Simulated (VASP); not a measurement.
A run of VASP 6.6.1:

Contents of POSCAR:

```
MgO                                     
1.0
    0.0000000000      2.1039232589      2.1039232589
    2.1039232589      0.0000000000      2.1039232589
    2.1039232589      2.1039232589      0.0000000000
  Mg              O             
     1     1
Direct
     0.0000000000000000    0.0000000000000000    0.0000000000000000
     0.5000000000000000    0.5000000000000000    0.5000000000000000
```

Contents of INCAR.step1:

```
SYSTEM = MgO
PREC = Accurate
ENCUT = 520
EDIFF = 1E-5
ISMEAR = 0
SIGMA = 0.03
LREAL = .False.
LASPH = .True.
NELM = 80
ALGO = Normal
ISIF = 2
LWAVE = .True.
LCHARG = .False.
NBANDS = 11
KPAR = 4
GGA = PE
```

Contents of INCAR.step2:

```
SYSTEM = MgO
PREC = Accurate
ENCUT = 520
EDIFF = 1E-7
ISMEAR = 0
SIGMA = 0.03
LREAL = .False.
LASPH = .True.
NELM = 80
ALGO = Normal
ISIF = 2
LWAVE = .False.
LCHARG = .False.
GGA = PE
LHFCALC = .True.
AEXX = 0.25
PRECFOCK = Fast
HFRCUT = -1
NBANDS = 11
KPAR = 4
ISTART = 1
```

File KPOINTS:

```
Automatic mesh
0
Gamma
  8 8 8
  0 0 0
```

KPOINTS_OPT

```
explicit points
6
Reciprocal
 0.0000000000  0.0000000000  0.0000000000 1
 0.3750000000  0.3750000000  0.7500000000 1
 0.5000000000  0.5000000000  0.5000000000 1
 0.6250000000  0.2500000000  0.6250000000 1
 0.5000000000  0.2500000000  0.7500000000 1
 0.5000000000  0.0000000000  0.5000000000 1
```

Potentials or basis: VASP PAW PBE potentials, release 64 (Mg, O).

The run is started by

```sh
$ cat potpaw_PBE.64/Mg/POTCAR potpaw_PBE.64/O/POTCAR > POTCAR
$ cp INCAR.step1 INCAR
$ mpirun -np 4 vasp_std > vasp.out
$ cp INCAR.step2 INCAR
$ mpirun -np 4 vasp_std > vasp.out
```

Hardware: 4 MPI ranks on Intel(R) Xeon(R) Platinum 8488C (Sapphire Rapids) (shared host).

Task: How long does it take, and how much memory?

Result: It took 4.2 min on 4 MPI ranks on Intel(R) Xeon(R) Platinum 8488C (Sapphire Rapids) (shared host), peak memory 0.17 GiB a rank. Counts: scf iterations 18, k points 29.
